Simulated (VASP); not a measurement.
These are r2SCAN meta-GGA, VASP's PBE PAW potentials (set 64) (plane waves; VASP) values and carry that method's errors.

A VASP calculation is set up with these files.

### KPOINTS
```
K-points
0
Gamma
16 16 16
```

### INCAR
```
LCHARG = F
PREC = Accurate
NELM = 100   ! most electronic steps
ENCUT = 480   ! plane-wave cut-off (eV)
SYSTEM = Cu
LMAXMIX = 4   ! l cut-off of mixed one-centre charges
METAGGA = R2SCAN
SIGMA = 0.1   ! width (eV)
ISMEAR = 1   ! Methfessel-Paxton
LWAVE = F
EDIFF = 1E-7   ! SCF stop (eV)
LMIXTAU = T
ISIF = 2   ! forces and stress, cell fixed
LREAL = F
ALGO = Normal   ! blocked Davidson
LASPH = T
```

### POSCAR
```
Cu
1
    0.0000000000     1.7883426924     1.8419929732
    1.7883426924     0.0000000000     1.8419929732
    1.7883426924     1.7883426924     0.0000000000
Cu
1
Direct
  0.0000000000   0.0000000000   0.0000000000
```

POTCAR, in this order: Cu (PBE.64 set). Program: vasp_std.

The resulting files:

OSZICAR:
```
       N       E                     dE             d eps       ncg     rms          rms(c)
DAV:   1     0.262042786750E+02    0.26204E+02   -0.55120E+03  6492   0.196E+03
DAV:   2    -0.129047740929E+02   -0.39109E+02   -0.37112E+02  6330   0.195E+02
DAV:   3    -0.133733232138E+02   -0.46855E+00   -0.46735E+00  7203   0.313E+01
DAV:   4    -0.133771529984E+02   -0.38298E-02   -0.38294E-02  7676   0.252E+00
DAV:   5    -0.133772046944E+02   -0.51696E-04   -0.51695E-04  7322   0.229E-01    0.781E+00
DAV:   6    -0.114584921425E+02    0.19187E+01   -0.28434E+01  6666   0.128E+02    0.582E+00
DAV:   7    -0.108313410452E+02    0.62715E+00   -0.57653E+00  6719   0.549E+01    0.455E-01
DAV:   8    -0.108322013284E+02   -0.86028E-03   -0.16728E-01  7218   0.945E+00    0.101E+00
DAV:   9    -0.108206701518E+02    0.11531E-01   -0.14977E-01  8184   0.895E+00    0.389E-02
DAV:  10    -0.108222216002E+02   -0.15514E-02   -0.26820E-03  6954   0.695E-01    0.120E-01
DAV:  11    -0.108221698743E+02    0.51726E-04   -0.45896E-04  8841   0.419E-01    0.565E-02
DAV:  12    -0.108221538481E+02    0.16026E-04   -0.70501E-04  7042   0.554E-01    0.250E-02
DAV:  13    -0.108221643789E+02   -0.10531E-04   -0.89492E-05  6720   0.188E-01    0.109E-03
DAV:  14    -0.108221674992E+02   -0.31202E-05   -0.19239E-06  6590   0.205E-02    0.227E-03
DAV:  15    -0.108221679998E+02   -0.50059E-06   -0.15027E-06  6939   0.293E-02    0.312E-04
DAV:  16    -0.108221680221E+02   -0.22368E-07   -0.95317E-08  3957   0.419E-03
   1 F= -.10822168E+02 E0= -.10822174E+02  d E =0.193665E-04
```

### OUTCAR
```
------------------------ aborting loop because EDIFF is reached ----------------------------------------
  FORCE on cell =-STRESS in cart. coord.  units (eV):
  Direction    XX          YY          ZZ          XY          YZ          ZX
  --------------------------------------------------------------------------------------
  Total       -0.2614059     -0.2614059     -0.3863372      0.0000000      0.0000000      0.0000000
  in kB      -35.5472857    -35.5472857    -52.5360819      0.0000000      0.0000000      0.0000000
  external PRESSURE =     -41.2102178 kB  Pullay stress =       0.0000000 kB
  volume of cell :       11.78
      direct lattice vectors                 reciprocal lattice vectors
     0.000000000  1.788342692  1.841992973    -0.279588472  0.279588472  0.271445118
     1.788342692  0.000000000  1.841992973     0.279588472 -0.279588472  0.271445118
     1.788342692  1.788342692  0.000000000     0.279588472  0.279588472 -0.271445118
 POSITION                                       TOTAL-FORCE (eV/Angst)
 -----------------------------------------------------------------------------------
      0.00000      0.00000      0.00000         0.000000      0.000000      0.000000
 -----------------------------------------------------------------------------------
    total drift:                                0.000000     -0.000000      0.000000
  FREE ENERGIE OF THE ION-ELECTRON SYSTEM (eV)
  ---------------------------------------------------
  free  energy   TOTEN  =       -10.8221680221 eV

  energy  without entropy=      -10.8221873886  energy(sigma->0) =      -10.82217448
```
(Selected blocks of OUTCAR.)

**OUTCAR**
```
 val. band max:        7.3873514849   @ k =   0.5000   0.0625   0.1875

 cond. band min:       7.4458076034   @ k =  -0.3125   0.1875   0.1250


 Fermi energy:         7.4089556960

 k-point     1 :       0.0000    0.0000    0.0000
  band No.  band energies     occupation
      1      -2.2577      2.00000
      2       4.1949      2.00000
      3       4.3438      2.00000
      4       4.3439      2.00000
      5       5.0373      2.00000
      6       5.1820      2.00000
      7      30.8500      0.00000
      8      33.7983      0.00000
      9      33.9340      0.00000

 k-point     2 :       0.0625    0.0000    0.0000
  band No.  band energies     occupation
      1      -2.1096      2.00000
      2       4.2001      2.00000
      3       4.3346      2.00000
      4       4.3710      2.00000
      5       5.0290      2.00000
      6       5.1690      2.00000
      7      29.9941      0.00000
      8      32.2277      0.00000
      9      33.3440      0.00000

 k-point     3 :       0.1250    0.0000    0.0000
  band No.  band energies     occupation
      1      -1.6713      2.00000
      2       4.1609      2.00000
      3       4.3562      2.00000
      4       4.4394      2.00000
      5       5.0197      2.00000
      6       5.1423      2.00000
      7      27.0405      0.00000
      8      31.5806      0.00000
      9      32.4951      0.00000

 k-point     4 :       0.1875    0.0000    0.0000
  band No.  band energies     occupation
      1      -0.9657      2.00000
      2       4.0736      2.00000
      3       4.3950      2.00000
      4       4.5054      2.00000
      5       5.0571      2.00000
      6       5.1425      2.00000
      7      23.6878      0.00000
      8      31.1615      0.00000
      9      31.7918      0.00000

 k-point     5 :       0.2500    0.0000    0.0000
  band No.  band energies     occupation
      1      -0.0476      2.00000
      2       4.0263      2.00000
      3       4.3796      2.00000
...
```

The compound is Cu in the fcc structure. This cell was strained or had an atom moved on purpose.
